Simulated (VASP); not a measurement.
An input for Quantum ESPRESSO's pw.x (written as the equivalent of a VASP run, and not itself run):

```
&CONTROL
  calculation = 'vc-relax'
  pseudo_dir = './pseudo'
  outdir = './out'
  tprnfor = .true.
  tstress = .true.
  nstep = 40
  forc_conv_thr = 0.00078
/
&SYSTEM
  ibrav = 0
  nat = 5
  ntyp = 3
  ecutwfc = 84
  occupations = 'smearing'
  smearing = 'gaussian'
  degauss = 0.003675
  input_dft = 'pbesol'
/
&ELECTRONS
  conv_thr = 7.3e-08
  electron_maxstep = 100
/
&IONS
/
&CELL
  press = 200
/
ATOMIC_SPECIES
  K 39.098 K.upf
  Mg 24.305 Mg.upf
  F 18.998 F.upf
CELL_PARAMETERS angstrom
     3.7528826   -0.0000000   -0.0000000
     0.0000000    3.7528826   -0.0000000
     0.0000000    0.0000000    3.7528826
ATOMIC_POSITIONS crystal
  K    0.0000000  0.0000000  0.0000000
  Mg   0.5000000  0.5000000  0.5000000
  F    0.5000000  0.0000000  0.5000000
  F    0.0000000  0.5000000  0.5000000
  F    0.5000000  0.5000000  0.0000000
K_POINTS automatic
  6 6 6 0 0 0
```

Q: Write the VASP files for the same calculation (PBEsol).

A: One answer among several that fit: 
KPOINTS:
```
Automatic
0
G
6 6 6
```

File POSCAR:
```
KMgF3
1
    3.7528825871    -0.0000000000    -0.0000000000
    0.0000000000     3.7528825871    -0.0000000000
    0.0000000000     0.0000000000     3.7528825871
K Mg F
1 1 3
Direct
  0.0000000000   0.0000000000   0.0000000000
  0.5000000000   0.5000000000   0.5000000000
  0.5000000000   0.0000000000   0.5000000000
  0.0000000000   0.5000000000   0.5000000000
  0.5000000000   0.5000000000   0.0000000000
```

**INCAR**
```
ALGO=Normal
EDIFF=1E-6
EDIFFG=-0.02
ENCUT=620
GGA=PS
IBRION=2
ISIF=3
ISMEAR=0
LASPH=.True.
LCHARG=.False.
LREAL=.False.
LWAVE=.False.
NELM=100
NSW=40
PREC=Accurate
PSTRESS=200
SIGMA=0.05
SYSTEM=KMgF3
```

POTCAR, in this order: K_sv Mg F (PBE.64 set). Program: vasp_std.

The two are equivalent in intent, not identical: the potentials are each code's own (VASP's PAW set, PseudoDojo norm-conserving files in pw.x), so ENCUT and ecutwfc are chosen apart and not converted; conv_thr bounds pw.x's estimated SCF error, while EDIFF bounds the energy change between steps; forc_conv_thr acts on force components and is met together with etot_conv_thr.

The compound is KMgF3 in the cubic perovskite structure. It was relaxed first under an external pressure of 20 GPa.
